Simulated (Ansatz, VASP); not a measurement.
# K2Be2O3 (K2Be2O3 (P2_1/c)): VASP beside Ansatz

One calculation is typed for both programs; each brings its own data sets. How far apart do they land? Valence electrons are named where the data sets of a main pair hold unlike numbers.

Program: Ansatz 0.2.0. Level of theory: plane waves, with VASP 6.6.1 beside it; single point at PBEsol. Results are calculated unless marked as measured.

## (1) The structure

The cell holds 56 atoms: 16 K, 16 Be and 24 O. Its edges and angles: a = 12.515 Å, b = 10.114 Å, c = 12.515 Å, α = 129.6°, β = 100.1°, γ = 112.6°. It derives from K2Be2O3 (K2Be2O3 (P2_1/c)).

## (2) Ansatz: single point, PBEsol

Ansatz runs on its default PAW (the set named soft_2) files.

A single point gives forces, pressure and levels at one fixed geometry, so differences don't come from the geometry; what else differs is listed under the comparison.

File input.yaml:

```yaml
crystal:
  lattice:
    - [-7.6700280689, 8.0388679874, 5.7600311297]
    - [2.2053873947, -8.0388679874, 5.7282149947]
    - [7.6700280689, 8.0388679874, -5.7600311297]
  atoms:
    - { symbol: K, position: [0.6362708814, 0.5685117381, 0.282355979] }
    - { symbol: K, position: [0.1362708814, 0.0685117382, 0.282355979] }
    - { symbol: K, position: [0.1362708814, 0.5685117381, 0.782355979] }
    - { symbol: K, position: [0.6362708814, 0.0685117381, 0.782355979] }
    - { symbol: K, position: [0.2861557592, 0.3185117381, 0.1822408568] }
    - { symbol: K, position: [0.7861557592, 0.8185117381, 0.1822408568] }
    - { symbol: K, position: [0.7861557592, 0.3185117381, 0.6822408568] }
    - { symbol: K, position: [0.2861557592, 0.8185117382, 0.6822408568] }
    - { symbol: K, position: [0.7138442408, 0.6814882618, 0.8177591432] }
    - { symbol: K, position: [0.2138442409, 0.1814882618, 0.8177591432] }
    - { symbol: K, position: [0.2138442409, 0.6814882618, 0.3177591432] }
    - { symbol: K, position: [0.7138442408, 0.1814882618, 0.3177591432] }
    - { symbol: K, position: [0.3637291186, 0.4314882618, 0.717644021] }
    - { symbol: K, position: [0.8637291186, 0.9314882618, 0.717644021] }
    - { symbol: K, position: [0.8637291186, 0.4314882618, 0.217644021] }
    - { symbol: K, position: [0.3637291187, 0.9314882618, 0.217644021] }
    - { symbol: Be, position: [0.5077389487, 0.4042997864, 0.4073718698] }
    - { symbol: Be, position: [0.0077389487, 0.9042997864, 0.4073718698] }
    - { symbol: Be, position: [0.0077389487, 0.4042997864, 0.9073718698] }
    - { symbol: Be, position: [0.5077389487, 0.9042997864, 0.9073718698] }
    - { symbol: Be, position: [0.5030720834, 0.8457002136, 0.3534391622] }
    - { symbol: Be, position: [0.0030720834, 0.3457002136, 0.3534391622] }
    - { symbol: Be, position: [0.0030720835, 0.8457002136, 0.8534391622] }
    - { symbol: Be, position: [0.5030720835, 0.3457002136, 0.8534391622] }
    - { symbol: Be, position: [0.4969279166, 0.1542997864, 0.6465608377] }
    - { symbol: Be, position: [0.9969279166, 0.6542997864, 0.6465608377] }
    - { symbol: Be, position: [0.9969279165, 0.1542997864, 0.1465608377] }
    - { symbol: Be, position: [0.4969279166, 0.6542997864, 0.1465608377] }
    - { symbol: Be, position: [0.4922610514, 0.5957002136, 0.5926281301] }
    - { symbol: Be, position: [0.9922610514, 0.0957002136, 0.5926281301] }
    - { symbol: Be, position: [0.9922610514, 0.5957002136, 0.0926281301] }
    - { symbol: Be, position: [0.4922610514, 0.0957002136, 0.0926281301] }
    - { symbol: O, position: [0.5, 0.25, 0.25] }
    - { symbol: O, position: [0.0, 0.75, 0.25] }
    - { symbol: O, position: [0.0, 0.25, 0.75] }
    - { symbol: O, position: [0.5, 0.75, 0.75] }
    - { symbol: O, position: [0.0, 0.0, 0.0] }
    - { symbol: O, position: [0.5, 0.5, 0.0] }
    - { symbol: O, position: [0.5, 0.0, 0.5] }
    - { symbol: O, position: [0.0, 0.5, 0.5] }
    - { symbol: O, position: [0.8743154386, 0.5924233532, 0.6699523725] }
    - { symbol: O, position: [0.3743154386, 0.0924233532, 0.6699523725] }
    - { symbol: O, position: [0.3743154386, 0.5924233533, 0.1699523725] }
    - { symbol: O, position: [0.8743154387, 0.0924233532, 0.1699523725] }
    - { symbol: O, position: [0.5775290192, 0.6575766467, 0.5318920854] }
    - { symbol: O, position: [0.0775290193, 0.1575766468, 0.5318920854] }
    - { symbol: O, position: [0.0775290193, 0.6575766467, 0.0318920854] }
    - { symbol: O, position: [0.5775290193, 0.1575766468, 0.0318920854] }
    - { symbol: O, position: [0.4224709808, 0.3424233533, 0.4681079146] }
    - { symbol: O, position: [0.9224709808, 0.8424233532, 0.4681079146] }
    - { symbol: O, position: [0.9224709808, 0.3424233532, 0.9681079146] }
    - { symbol: O, position: [0.4224709808, 0.8424233532, 0.9681079146] }
    - { symbol: O, position: [0.1256845613, 0.4075766467, 0.3300476275] }
    - { symbol: O, position: [0.6256845613, 0.9075766468, 0.3300476275] }
    - { symbol: O, position: [0.6256845614, 0.4075766468, 0.8300476275] }
    - { symbol: O, position: [0.1256845614, 0.9075766468, 0.8300476275] }
hamiltonian:
  xc: pbesol
  pseudopotentials: { kind: paw }
kpoints:
  mp_grid: { grid: [2, 2, 2] }
scf:
  occupations: { method: gaussian, width: 0.05 }
  n_extra_bands: 18
output:
  forces: true
  stress: true
  eigenvalues: true
```

On the command line:

```sh
$ ansatz run input.yaml --threads 8 --pin off --max-ram 18432MiB --backend cpu --events-out ev --progress --plain --runs-dir out
```

Numbers of over 12 decimals in the logs are rounded to 6 here.

What it wrote:

```text
scf.n_extra_bands = 18 over 160 filled bands (N_el = 320.0): the run solves 178 bands
Engine: ansatz 0.2.0, aarch64-unknown-linux-gnu
Pseudopotentials: kind: paw
Pseudopotential: K, paw, valence charge 9, recommended cutoff 420 eV (normal), K.paw.azcp
Pseudopotential: Be, paw, valence charge 2, recommended cutoff 420 eV (normal), Be.paw.azcp
Pseudopotential: O, paw, valence charge 6, recommended cutoff 420 eV (normal), O.paw.azcp
Functional definition: PBEsol
  exchange = pbesol_x
  correlation = pbesol_c
Crystal: 56 atoms, lattice volume = 910.622 Å³
Basis set: ecut = 420 eV, 17787 PW (Γ), exchange–correlation on 180×144×180 points (8 copies of the dense FFT grid, shifted against one another)
Bands: 178, of which v1, the nominal top of the filled ones, is band 160 counted from 1 (159 counted from 0)
Symmetry: 16 space group operations
Space group: P21/c (ITA 14), of the structure as read, at distance tolerance 9.7e-5 Å
k-points: 6 of 8
Non-local potential: K, projectors of the file, l = 0: 3, l = 1: 2, l = 2: 2
Non-local potential: Be, projectors of the file, l = 0: 2, l = 1: 2, l = 2: 1
Non-local potential: O, projectors of the file, l = 0: 2, l = 1: 2, l = 2: 1
PAW form: soft (Blöchl's): semilocal exchange-correlation on the pseudo side does not see the compensation charge
PAW frozen core: K, regenerated for the run's functional, and the local potential with it (the file was generated under x = pbe(κ = 0.804, μ = 0.219515), c = pbe(β = 0.066725))
PAW frozen core: Be, regenerated for the run's functional, and the local potential with it (the file was generated under x = pbe(κ = 0.804, μ = 0.219515), c = pbe(β = 0.066725))
PAW frozen core: O, regenerated for the run's functional, and the local potential with it (the file was generated under x = pbe(κ = 0.804, μ = 0.219515), c = pbe(β = 0.066725))
PAW one-centre angular grid: K, 110 points (default); XC on 64 Gauss nodes
PAW one-centre angular grid: Be, 110 points (default); XC on 64 Gauss nodes
PAW one-centre angular grid: O, 110 points (default); XC on 64 Gauss nodes
Initial density: superposition of atomic densities (neutral atoms: chi_scale 0, normalization atom), corrected by the library's trained network
Initial wavefunctions: pseudopotential atomic-orbital guess
Functional: x = pbesol(κ = 0.804, μ = 0.123457), c = pbesol(β = 0.046)
SCF iter   1: F=—  HF=-39218.409856 eV  |F-HF|=—  |Δ(HF+E_count)|=         —  Δρ=9.62e-3  dr2=6.92e-1  ethr=1.77e-3  ⟨swp⟩=7.0  Hψ=4955  notcnv=0  defer=12
preconditioner: auto → Resta (q_TF=auto, 2.292 Å⁻¹)  ε∞=3.5  [insulator: Δε(μ)=3.232 eV  Ē_g=13.143 eV  σ=0.050 eV  W_gap=1.00  n_scr=188 (ndim 8)  ℏωp=20.9 eV  f_vac=0.133  D(μ)=0.00/eV (n_scr^D=0)  ε∞_Penn≈3.5]
SCF iter   2: F=—  HF=-39218.233575 eV  |F-HF|=—  |Δ(HF+E_count)|=   1.76e-1  Δρ=2.68e-3  dr2=3.87e-2  ethr=2.16e-4  ⟨swp⟩=2.0  Hψ=2163  notcnv=0  defer=77
SCF iter   3: F=—  HF=-39218.224331 eV  |F-HF|=—  |Δ(HF+E_count)|=   9.24e-3  Δρ=8.69e-4  dr2=5.89e-3  ethr=1.21e-5  ⟨swp⟩=2.0  Hψ=1799  notcnv=0  defer=77
SCF iter   4: F=—  HF=-39218.224013 eV  |F-HF|=—  |Δ(HF+E_count)|=   3.18e-4  Δρ=3.73e-4  dr2=9.74e-4  ethr=1.84e-6  ⟨swp⟩=2.0  Hψ=1711  notcnv=0  defer=77
SCF iter   5: F=—  HF=-39218.223968 eV  |F-HF|=—  |Δ(HF+E_count)|=   4.51e-5  Δρ=9.67e-5  dr2=1.18e-4  ethr=3.04e-7  ⟨swp⟩=2.0  Hψ=1855  notcnv=0  defer=77
SCF iter   6: F=—  HF=-39218.223993 eV  |F-HF|=—  |Δ(HF+E_count)|=   2.53e-5  Δρ=2.47e-5  dr2=9.32e-6  ethr=3.70e-8  ⟨swp⟩=2.0  Hψ=1423  notcnv=0  defer=77
SCF iter   7: F=—  HF=-39218.224090 eV  |F-HF|=—  |Δ(HF+E_count)|=   9.64e-5  Δρ=4.81e-6  dr2=3.86e-7  ethr=2.91e-9  ⟨swp⟩=2.5  Hψ=1687  notcnv=0  defer=77
SCF iter   8: F=-39218.224090 eV  HF=-39218.224090 eV  |F-HF|=4.60e-8  |Δ(HF+E_count)|=   6.34e-7  Δρ=1.40e-6  dr2=2.60e-8  ethr=3.13e-11  ⟨swp⟩=10.8  Hψ=5055  notcnv=0
SCF 1 converged in 8 iterations: F = -39218.224090 eV  dr2 = 2.60e-8
  greatest PAW one-centre occupation: 0.987 electrons in one spin orbital (limit 2), on the K atom at site 15 (counted from 0), in its partial waves of l = 0
SCF converged after 8 iterations
Free energy (F): -39218.224090 eV
Harris-Foulkes:  -39218.224090 eV  (|F-HF|=4.60e-8)
Internal energy: -39218.224090 eV  (E = F + TS)
E sigma→0 (E₀):  -39218.224090 eV
Fermi energy:    4.362035 eV
--- Per-component energies (eV) ---
  E_band       = -2197.055225
  E_kinetic    = 8629.506020
  E_local      = -20140.654923  (includes V_loc(G=0)·N_el)
  E_nonlocal   = 1461.218735
  E_hartree    = 7211.165772
  E_xc         = -4211.469950
  E_vxc        = -5211.484909  (∫ρ·V_xc dr)
  E_paw        = -16769.367256  (= ΣΔE_a)
  E_vpaw       = -1358.022410  (= ΣTr[D̂ρ^β])
  E_aug_tail   = 0.059019  (compensation charges beyond the density's cutoff)
  E_ewald      = -15401.407082
  E_core_change = 2.725574  (= ΣΔE_core)
  E_smearing   = -0.000000  (= −TS)
  E_closure    = 0.000000  (closes the sum)
  Σ components = -39218.224090   (vs F -39218.224090, Δ=0.00e0)
--- Forces (eV/Å), atoms counted from 1 ---
  atom   1  K     -0.01586919     0.07599689    -0.01592671
  atom   2  K     -0.01586919     0.07599689    -0.01592671
  atom   3  K     -0.01586919     0.07599689    -0.01592671
  atom   4  K     -0.01586919     0.07599689    -0.01592671
  atom   5  K     -0.01586919    -0.07599689    -0.01592671
  atom   6  K     -0.01586919    -0.07599689    -0.01592671
  atom   7  K     -0.01586919    -0.07599689    -0.01592671
  atom   8  K     -0.01586919    -0.07599689    -0.01592671
  atom   9  K      0.01586919     0.07599689     0.01592671
  atom  10  K      0.01586919     0.07599689     0.01592671
  atom  11  K      0.01586919     0.07599689     0.01592671
  atom  12  K      0.01586919     0.07599689     0.01592671
  atom  13  K      0.01586919    -0.07599689     0.01592671
  atom  14  K      0.01586919    -0.07599689     0.01592671
  atom  15  K      0.01586919    -0.07599689     0.01592671
  atom  16  K      0.01586919    -0.07599689     0.01592671
  atom  17  Be     0.05193216     0.00138841     0.00160723
  atom  18  Be     0.05193216     0.00138841     0.00160723
  atom  19  Be     0.05193216     0.00138841     0.00160723
  atom  20  Be     0.05193216     0.00138841     0.00160723
  atom  21  Be    -0.05193216     0.00138841    -0.00160723
  atom  22  Be    -0.05193216     0.00138841    -0.00160723
  atom  23  Be    -0.05193216     0.00138841    -0.00160723
  atom  24  Be    -0.05193216     0.00138841    -0.00160723
[...]
atom  49  O     -0.01084904    -0.02240514     0.01915604
  atom  50  O     -0.01084904    -0.02240514     0.01915604
  atom  51  O     -0.01084904    -0.02240514     0.01915604
  atom  52  O     -0.01084904    -0.02240514     0.01915604
  atom  53  O      0.01084904    -0.02240514    -0.01915604
  atom  54  O      0.01084904    -0.02240514    -0.01915604
  atom  55  O      0.01084904    -0.02240514    -0.01915604
  atom  56  O      0.01084904    -0.02240514    -0.01915604
  max |Σ_I F_I| component: 3.12e-17 eV/Å
--- Stress (GPa, compression-positive) ---
       -0.467494       0.000000       0.002583
        0.000000      -0.441753      -0.000000
        0.002583      -0.000000      -1.158812
  P = ⅓ Tr σ = -0.6894 GPa (-6.894 kbar)
--- Band table (eV; the first three rows and the last of 6) ---
  k-point 0: bands = [... 156 lower, 2.6629, 2.6629, 2.6691, 2.6691, 6.0477, 7.9458, 7.9458, 8.1075, ... 14 higher]
  k-point 1: bands = [... 156 lower, 2.4343, 2.4343, 2.4399, 2.4399, 7.0085, 7.0085, 7.5719, 7.5719, ... 14 higher]
  k-point 2: bands = [... 156 lower, 2.4718, 2.4718, 2.4718, 2.4718, 7.4858, 7.4858, 7.6396, 7.6396, ... 14 higher]
  k-point 5: bands = [... 156 lower, 2.6613, 2.6693, 2.6693, 2.6763, 7.1545, 7.1545, 7.5255, 7.5255, ... 14 higher]
```

Wall time 21 s (8 threads of Arm Neoverse N1, shared host); peak memory 4.8 GiB; 2.7 min of CPU time.

In the SCF lines HF is the Harris–Foulkes energy and dr2 the Hartree energy of the density residual, in eV; the loop may stop once dr2 is under the threshold and the program's other checks hold. Hψ counts applications of the Hamiltonian.

The run ends at a pressure of -0.69 GPa, with forces up to 0.079 eV/Å.

(Continued in part 2 of 2.)

[Lines on the potential files, build, host, timing and source positions are cut from VASP's logs without a mark.]

[Logs are printed without paths, hosts, clocks, repeated set-up lines and the standing remarks that a program may print on its own settings, such as how far it seeks lower states.]

[Hosts, paths, dates, database ids (printed as entryN), source tags and the programs' standing remarks are cut or masked in the printed files.]
